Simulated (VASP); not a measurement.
A VASP calculation is set up with these files.

**INCAR**
```
# general
SYSTEM =ZnGeP2
PREC   =Accurate
ENCUT  =500
LREAL  =.False.
LASPH  =.True.

# electronic loop
EDIFF  =1E-6
NELM   =100
ALGO   =Normal
LMAXMIX=4

# smearing
ISMEAR =0
SIGMA  =0.05

# ions
IBRION =2
NSW    =40
ISIF   =3
EDIFFG =-0.02
PSTRESS=300

# output
LWAVE  =.False.
LCHARG =.False.
```

### POSCAR
```
ZnGeP2
1
   -2.5515673342     2.5515673342     5.0393339215
    2.5515673342    -2.5515673342     5.0393339215
    2.5515673342     2.5515673342    -5.0393339215
Zn Ge P
2 2 4
Direct
  0.0000000000   0.0000000000   0.0000000000
  0.7500000000   0.2500000000   0.5000000000
  0.5000000000   0.5000000000   0.0000000000
  0.2500000000   0.7500000000   0.5000000000
  0.8750000000   0.8773631272   0.5023631272
  0.1226368728   0.6250000000   0.9976368728
  0.3750000000   0.3726368728   0.4976368728
  0.6273631272   0.1250000000   0.0023631272
```

**KPOINTS**
```
Automatic mesh
0
Gamma
6 6 6
0 0 0
```

POTCAR, in this order: Zn Ge_d P (LDA.64 set). Program: vasp_std.

Q: Write an equivalent input for Ansatz.

A: One equivalent input (not run):
Ansatz 0.2 input:
```yaml
crystal:
  lattice:
    - [-2.5515673, 2.5515673, 5.0393339]
    - [2.5515673, -2.5515673, 5.0393339]
    - [2.5515673, 2.5515673, -5.0393339]
  atoms:
    - { symbol: Zn, position: [0.0000000, 0.0000000, 0.0000000] }
    - { symbol: Zn, position: [0.7500000, 0.2500000, 0.5000000] }
    - { symbol: Ge, position: [0.5000000, 0.5000000, 0.0000000] }
    - { symbol: Ge, position: [0.2500000, 0.7500000, 0.5000000] }
    - { symbol: P, position: [0.8750000, 0.8773631, 0.5023631] }
    - { symbol: P, position: [0.1226369, 0.6250000, 0.9976369] }
    - { symbol: P, position: [0.3750000, 0.3726369, 0.4976369] }
    - { symbol: P, position: [0.6273631, 0.1250000, 0.0023631] }
kpoints:
  mp_grid: { grid: [6, 6, 6] }
hamiltonian:
  xc: lda
  pseudopotentials: { kind: paw }
scf:
  occupations: { method: gaussian, width: 0.05 }
  max_iter: 100
relax:
  max_steps: 40
  f_tol: 0.02
  cell: { p_target: 30 }
output: { forces: true, stress: true, eigenvalues: true }
```
Limits of the translation: each code has its own PAW files, so the cut-off isn't converted (ENCUT is set for VASP's; basis.ecutwfc is left out, and Ansatz then takes the one that its files recommend); Ansatz stops its SCF on the density residual and VASP on the energy change (EDIFF); Ansatz's lda is the Perdew-Wang form, while the LDA potentials of VASP carry Perdew-Zunger's.

The compound is ZnGeP2 in the chalcopyrite structure. This run relaxes it under an external pressure of 30 GPa. Symmetry was kept, so distortions that lower it aren't found.
